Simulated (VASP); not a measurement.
Energy against volume of Si (diamond). These are MS2 meta-GGA, VASP's PBE PAW potentials (set 64) (plane waves; VASP) values and carry that method's errors. Numerical set-up: 520 eV cut-off, 8×8×8 Γ-centred mesh, Gaussian smearing of 0.050 eV, potentials Si.

| V (Å³/atom) | E (eV/atom) |
|---|---|
| 19.403 | -9.73774 |
| 20.003 | -9.74383 |
| 20.603 | -9.73845 |
| 21.203 | -9.72321 |

Problem. Fit these four points and predict the energy of the run at 18.803 Å³/atom.

Solution. A cubic in V^(−2/3), the third-order Birch-Murnaghan form, passes through the four points with V0 = 20.01 Å³/atom and B0 = 102 GPa, and gives -9.7183 eV/atom there. The run gave -9.7182 eV/atom, +0.0 meV/atom from the fit; all five points give B0 = 102 GPa.

The compound is Si in the diamond structure. It was relaxed first.
